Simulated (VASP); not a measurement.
# RuSe (Pm-3m) in VASP: further runs

The runs below take RuSe through relaxation of cell and atoms, with BLYP, AM05, PW91, optB88-vdW, vdW-DF-cx.

Everything below comes from runs of VASP 6.6.1. Logs are shortened: lines on timing, memory, paths and dates and some standing lists are left out, and cuts for length are marked.

### Step 1. The structure

The structure is cubic, space group Pm-3m (No. 221). The conventional cell has a = 3.188 Å, b = 3.188 Å, c = 3.188 Å, α = 90.00°, β = 90.00°, γ = 90.00°. Ru (site symmetry m-3m) has 8 Se at 2.76 Å as nearest neighbours. Se (site symmetry m-3m) has 8 Ru at 2.76 Å as nearest neighbours.

The cell comes from a database or a generator and needn't be the stable form of this composition.

### Step 2. Relaxation of cell and atoms, BLYP

Input file INCAR:

```
SYSTEM = RuSe
PREC = Accurate
ENCUT = 600
EDIFF = 1E-7
ISMEAR = -1
SIGMA = 0.05
LREAL = .FALSE.
LASPH = .TRUE.
NELM = 80
ALGO = Normal
ISIF = 3
LWAVE = .FALSE.
LCHARG = .FALSE.
GGA = B5
ALDAX = 1.0
AGGAX = 1.0
AGGAC = 1.0
ALDAC = 0.0
IBRION = 2
NSW = 40
EDIFFG = -0.01
```

Input file KPOINTS:

```
regular mesh
0
G
  8 8 8
  0 0 0
```

Input file POSCAR:

```
RuSe
1.0
    3.1876923100      0.0000000000      0.0000000000
    0.0000000000      3.1876923100      0.0000000000
    0.0000000000      0.0000000000      3.1876923100
Ru Se
1 1
Direct
    0.0000000000      0.0000000000      0.0000000000
    0.5000000000      0.5000000000      0.5000000000
```

Potentials or basis: VASP PAW PBE potentials, release 64 (Ru_pv, Se).

Run with:

```bash
$ cat potpaw_PBE.64/Ru_pv/POTCAR potpaw_PBE.64/Se/POTCAR > POTCAR
$ mpirun -np 1 vasp_std > vasp.out
```

OUTCAR:

```text
SYSTEM = RuSe
   PREC = Accurate
   ENCUT = 600
   EDIFF = 1E-7
   ISMEAR = -1
   LREAL = .FALSE.
   LASPH = .TRUE.
   NELM = 80
   ISIF = 3
   GGA = B5
   IBRION = 2
   NSW = 40
   EDIFFG = -0.01

 ion  position               nearest neighbor table
   1  0.000  0.000  0.000-   2 2.76   2 2.76   2 2.76   2 2.76   2 2.76   2 2.76   2 2.76   2 2.76

   2  0.500  0.500  0.500-   1 2.76   1 2.76   1 2.76   1 2.76   1 2.76   1 2.76   1 2.76   1 2.76

  LATTYP: Found a simple cubic cell.
 ALAT       =     3.1876923100

  Lattice vectors:

 A1 = (   3.1876923100,   0.0000000000,   0.0000000000)
 A2 = (   0.0000000000,   3.1876923100,   0.0000000000)
 A3 = (   0.0000000000,   0.0000000000,   3.1876923100)

Analysis of symmetry for initial positions (statically):
=====================================================================
 Subroutine PRICEL returns:
 Original cell was already a primitive cell.

 Routine SETGRP: Setting up the symmetry group for a
 simple cubic supercell.

 Subroutine GETGRP returns: Found 48 space group operations
 (whereof 48 operations were pure point group operations)
 out of a pool of 48 trial point group operations.

The static configuration has the point symmetry O_h .

Analysis of symmetry for dynamics (positions and initial velocities):
=====================================================================
 Subroutine PRICEL returns:
 Original cell was already a primitive cell.

 Routine SETGRP: Setting up the symmetry group for a
 simple cubic supercell.

 Subroutine GETGRP returns: Found 48 space group operations
 (whereof 48 operations were pure point group operations)
 out of a pool of 48 trial point group operations.

The dynamic configuration has the point symmetry O_h .

 Subroutine INISYM returns: Found 48 space group operations
 (whereof 48 operations are pure point group operations),
 and found     1 'primitive' translations

----------------------------------------------------------------------------------------

                                     Primitive cell

  volume of cell :      32.3914

  direct lattice vectors                    reciprocal lattice vectors
     3.187692310  0.000000000  0.000000000     0.313706563  0.000000000  0.000000000
     0.000000000  3.187692310  0.000000000     0.000000000  0.313706563  0.000000000
     0.000000000  0.000000000  3.187692310     0.000000000  0.000000000  0.313706563

  length of vectors
     3.187692310  3.187692310  3.187692310     0.313706563  0.313706563  0.313706563

  position of ions in fractional coordinates (direct lattice)
     0.000000000  0.000000000  0.000000000
     0.500000000  0.500000000  0.500000000

  ion indices of the primitive-cell ions
   primitive index   ion index
                 1           1
                 2           2

----------------------------------------------------------------------------------------

 KPOINTS: regular mesh

Automatic generation of k-mesh.
 Grid dimensions read from file:
 generate k-points for:    8    8    8

 Generating k-lattice:

  Cartesian coordinates                     Fractional coordinates (reciprocal lattice)
     0.039213320  0.000000000  0.000000000     0.125000000  0.000000000  0.000000000
     0.000000000  0.039213320  0.000000000     0.000000000  0.125000000  0.000000000
     0.000000000  0.000000000  0.039213320     0.000000000  0.000000000  0.125000000

  Length of vectors
     0.039213320  0.039213320  0.039213320

  Shift w.r.t. Gamma in fractional coordinates (k-lattice)
     0.000000000  0.000000000  0.000000000

 Subroutine IBZKPT returns following result:
 ===========================================

 Found     35 irreducible k-points:

 Following reciprocal coordinates:
            Coordinates               Weight
  0.000000  0.000000  0.000000      1.000000
  0.125000  0.000000  0.000000      6.000000
  0.250000  0.000000  0.000000      6.000000
  0.375000  0.000000  0.000000      6.000000
  0.500000  0.000000  0.000000      3.000000
  0.125000  0.125000  0.000000     12.000000
[... 16 lines left out ...]
  0.375000  0.375000  0.125000     24.000000
  0.500000  0.375000  0.125000     24.000000
 [... further k-points ...]
   k-points           NKPTS =     35   k-points in BZ     NKDIM =     35   number of bands    NBANDS=     14
   number of dos      NEDOS =    301   number of ions     NIONS =      2
   total plane-waves  NPLWV =  21952
   dimension x,y,z NGX =    28 NGY =   28 NGZ =   28
   dimension x,y,z NGXF=    56 NGYF=   56 NGZF=   56
   ions per type =               1   1
   NGX,Y,Z   is equivalent  to a cutoff of  14.60, 14.60, 14.60 a.u.
   NGXF,Y,Z  is equivalent  to a cutoff of  29.21, 29.21, 29.21 a.u.
 SYSTEM =  RuSe
   PREC   = accura    normal or accurate (medium, high low for compatibility)
   ISTART =      0    job   : 0-new  1-cont  2-samecut
   ICHARG =      2    charge: 1-file 2-atom 10-const
   ISPIN  =      1    spin polarized calculation?
   LNONCOLLINEAR =      F non collinear calculations
   LSORBIT =      F    spin-orbit coupling
   LASPH  =      T    aspherical Exc in radial PAW
   ENCUT  =  600.0 eV  44.10 Ry    6.64 a.u.   6.37  6.37  6.37*2*pi/ulx,y,z
   NELM   =     80;   NELMIN=  2; NELMDL= -5     # of ELM steps
   EDIFF  = 0.1E-06   stopping-criterion for ELM
   LREAL  =      F    real-space projection
   EDIFFG = -.1E-01   stopping-criterion for IOM
   NSW    =     40    number of steps for IOM
   IBRION =      2    ionic relax: 0-MD 1-quasi-New 2-CG
   NFREE  =      1    steps in history (QN), initial steepest desc. (CG)
   ISIF   =      3    stress and relaxation
   ISYM   =      2    0-nonsym 1-usesym 2-fastsym
   POTIM  = 0.5000    time-step for ionic-motion
   TEBEG  =    0.0;   TEEND  =   0.0 temperature during run
   PSTRESS=    0.0 pullay stress
   NELECT =      20.0000    total number of electrons
   NUPDOWN=      -1.0000    fix difference up-down
   EMIN   =  10.00;   EMAX   =-10.00  energy-range for DOS
   EFERMI =   0.00;   METHOD = LEGACY
   ISMEAR =    -1;   SIGMA  =   0.05  broadening in eV -4-tet -1-fermi 0-gaus
   EFERMI_NEDOS =   21; number of points for ismear=-14 and -15
   IALGO  =     38    algorithm
   IMIX   =      4    mixing-type and parameters
     AMIX     =   0.40;   BMIX     =  1.00
     AMIX_MAG =   1.60;   BMIX_MAG =  1.00
  volume/ion in A,a.u.               =      16.20       109.29
  Fermi-wavevector in a.u.,A,eV,Ry     =   1.394040  2.634353 26.440832  1.943346
  Thomas-Fermi vector in A             =   2.517627
   LORBIT       =      0    0 simple, 1 ext, 2 COOP (PROOUT), +10 PAW based schemes
   GGA     = B5    functional components
   LHFCALC =     F    Hartree Fock is set to
   AEXX    =    0.0000 exact exchange contribution
   IVDW    =     0    specifies the selected vdW correction
   LEPSILON=     F    determine dielectric tensor
   LRPA    =     F    only Hartree local field effects (RPA)
 conjugate gradient relaxation of ions
 non-spin polarized calculation
  energy-cutoff  :      600.00
  volume of cell :       32.39
 maximum number of plane-waves:      1108
 NGX is ok and might be reduce to    28
   NGX = 13   NGY = 13   NGZ = 13

--------------------------------------- Ionic step        1  -------------------------------------------

 number of electron      20.0000006 magnetization

 Free energy of the ion-electron system (eV)
  ---------------------------------------------------
  ext. energy  EPLUGINS =         0.00000000
  ---------------------------------------------------
  free energy    TOTEN  =       -10.03987103 eV

  energy without entropy =      -10.02013745  energy(sigma->0) =      -10.03000424

 E-fermi :  10.0004     XC(G=0): -11.6577

 val. band max:        9.9939912273   @ k =   0.3750   0.3750   0.0000
 cond. band min:      10.0073434980   @ k =   0.1250   0.1250   0.1250
 fundamental gap:      0.0133522707
 Fermi energy:        10.0004093589

 k-point     1 :       0.0000    0.0000    0.0000
  band No.  band energies     occupation
      1     -32.4200      2.00000
      2     -32.4200      2.00000
      3     -32.4200      2.00000
      4      -5.9865      2.00000
      5       6.4912      2.00000
      6       6.4912      2.00000
      7       8.4037      2.00000
      8       8.4037      2.00000
      9       8.4037      2.00000
     10       9.1844      2.00000
     11       9.1844      2.00000
     12       9.1844      2.00000
     13      12.5960      0.00000
     14      18.9630      0.00000

 k-point     2 :       0.1250    0.0000    0.0000
  band No.  band energies     occupation
      1     -32.4353      2.00000
      2     -32.4186      2.00000
      3     -32.4186      2.00000
      4      -5.8187      2.00000
      5       5.8495      2.00000
      6       6.5670      2.00000
      7       7.7439      2.00000
      8       7.7439      2.00000
      9       8.1834      2.00000
     10       9.2091      2.00000
[... 436 lines left out ...]
 POSITION                                       TOTAL-FORCE (eV/Angst)
 -----------------------------------------------------------------------------------
      0.00000      0.00000      0.00000         0.000000     -0.000000      0.000000
      1.61478      1.61478      1.61478        -0.000000      0.000000      0.000000
 -----------------------------------------------------------------------------------
    total drift:                               -0.000000      0.000000     -0.000000

  FREE ENERGIE OF THE ION-ELECTRON SYSTEM (eV)
  ---------------------------------------------------
  free  energy   TOTEN  =       -10.0390084891 eV

  energy  without entropy=      -10.0188695787  energy(sigma->0) =      -10.02893903

--------------------------------------- Ionic step        3  -------------------------------------------

 number of electron      20.0000008 magnetization

 Free energy of the ion-electron system (eV)
  ---------------------------------------------------
  ext. energy  EPLUGINS =         0.00000000
  ---------------------------------------------------
  free energy    TOTEN  =       -10.04488932 eV

  energy without entropy =      -10.02494180  energy(sigma->0) =      -10.03491556

 E-fermi :   9.7110     XC(G=0): -11.5599

 val. band max:        9.7088734481   @ k =   0.1250   0.0000   0.0000
 cond. band min:       9.7113422715   @ k =   0.3750   0.3750   0.0000
 fundamental gap:      0.0024688234
 Fermi energy:         9.7110346083

 k-point     1 :       0.0000    0.0000    0.0000
  band No.  band energies     occupation
      1     -32.6726      2.00000
      2     -32.6726      2.00000
      3     -32.6726      2.00000
      4      -6.1192      2.00000
      5       6.3210      2.00000
      6       6.3210      2.00000
      7       8.1425      2.00000
      8       8.1425      2.00000
      9       8.1425      2.00000
     10       8.9283      2.00000
     11       8.9283      2.00000
     12       8.9283      2.00000
     13      12.1651      0.00000
     14      18.6391      0.00000

 k-point     2 :       0.1250    0.0000    0.0000
  band No.  band energies     occupation
      1     -32.6867      2.00000
      2     -32.6713      2.00000
      3     -32.6713      2.00000
      4      -5.9568      2.00000
      5       5.6703      2.00000
      6       6.3945      2.00000
      7       7.5080      2.00000
      8       7.5080      2.00000
      9       7.9318      2.00000
     10       8.9521      2.00000
[... 400 lines left out ...]
 POSITION                                       TOTAL-FORCE (eV/Angst)
 -----------------------------------------------------------------------------------
      0.00000      0.00000      0.00000         0.000000     -0.000000      0.000000
      1.60380      1.60380      1.60380        -0.000000      0.000000      0.000000
 -----------------------------------------------------------------------------------
    total drift:                               -0.000000      0.000000     -0.000000

  FREE ENERGIE OF THE ION-ELECTRON SYSTEM (eV)
  ---------------------------------------------------
  free  energy   TOTEN  =       -10.0448893230 eV

  energy  without entropy=      -10.0249418031  energy(sigma->0) =      -10.03491556

 reached required accuracy - stopping structural energy minimisation
```

Run time: 39 s. Hardware: 1 thread of Intel Xeon 6975P-C (Granite Rapids), shared host; peak memory 0.17 GiB.

What came out:

- Free energy: -10.0449 eV
- Relaxed volume: 16.50 Å³/atom
- Relaxed cell: a = 3.208 Å, b = 3.208 Å, c = 3.208 Å, α = 90.00°, β = 90.00°, γ = 90.00°
- Space group after relaxing (to 0.05 Å): Pm-3m (No. 221)
- Energy gained by relaxing: 2.5 meV/atom
- Ionic steps: 3
- Pressure after relaxing: 0.0 GPa
- Band gap on the k mesh: none (metal or under the smearing width)

The path:
| step | energy change (eV) | largest force (eV/Å) | pressure (GPa) | volume (Å³) |
| --- | --- | --- | --- | --- |
| 1 | 0.0000 | 0.0000 | 2.69 | 32.39 |
| 2 | 0.0009 | 0.0000 | -2.70 | 33.68 |
| 3 | -0.0050 | 0.0000 | -0.01 | 33.00 |

Final structure:
```
CELL_PARAMETERS angstrom
3.20760 0.00000 0.00000
0.00000 3.20760 0.00000
0.00000 0.00000 3.20760
ATOMIC_POSITIONS crystal
Ru 0.00000 0.00000 0.00000
Se 0.50000 0.50000 0.50000
```

Caveat: the PAW data sets were made with another functional, which shifts forces and pressure a little.

(Part 1 of 2 ends here.)
